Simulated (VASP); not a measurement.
An input for Ansatz (written as the equivalent of a VASP run, and not itself run):

Ansatz 0.2 input:
```yaml
crystal:
  lattice:
    - [0.0000000, 2.3154000, 2.3154000]
    - [2.3154000, 0.0000000, 2.3154000]
    - [2.3154000, 2.3154000, 0.0000000]
  atoms:
    - { symbol: B, position: [0.0000000, 0.0000000, 0.0000000] }
    - { symbol: P, position: [0.2500000, 0.2500000, 0.2500000] }
kpoints:
  mp_grid: { grid: [9, 9, 9] }
hamiltonian:
  xc: pbe
  pseudopotentials: { kind: paw }
scf:
  occupations: { method: gaussian, width: 0.05 }
  max_iter: 100
output: { forces: true, stress: true, eigenvalues: true }
```

Question: Translate this input to VASP (INCAR, KPOINTS, POSCAR, choice of POTCAR).

Answer: Several could match; the one computed here: 
File POSCAR:
```
BP
3.274470
  0.0000000000   0.7071067990   0.7071067990
  0.7071067990   0.0000000000   0.7071067990
  0.7071067990   0.7071067990   0.0000000000
B P
1 1
Cart
  0.0000000000   0.0000000000   0.0000000000
  0.3535533995   0.3535533995   0.3535533995
```

### KPOINTS
```
Automatic mesh
0
G
 9 9 9
```

INCAR:
```
! general
SYSTEM = BP
PREC   = Accurate
ENCUT  = 325   ! plane-wave cut-off (eV)
LREAL  = .FALSE.   ! projection in real space or not
LASPH  = .TRUE.

! electronic loop
EDIFF  = 1E-6   ! SCF stop (eV)
NELM   = 100   ! most electronic steps
ALGO   = Normal   ! blocked Davidson

! smearing
ISMEAR = 0   ! Gaussian
SIGMA  = 0.05

! functional
GGA    = PE   ! PBE

! ions
ISIF   = 2   ! forces and stress, cell fixed

! output
LWAVE  = .FALSE.
LCHARG = .FALSE.
```

POTCAR, in this order: B P (PBE.64 set). Program: vasp_std.

What does not carry over: each code has its own PAW files, so the cut-off isn't converted (ENCUT is set for VASP's; basis.ecutwfc is left out, and Ansatz then takes the one that its files recommend); Ansatz stops its SCF on the density residual and VASP on the energy change (EDIFF).

The compound is BP in the zinc blende structure. The cell was not relaxed at this level. The run is one of a series of settings (ENCUT = 325 against the base run), some of them coarse on purpose.
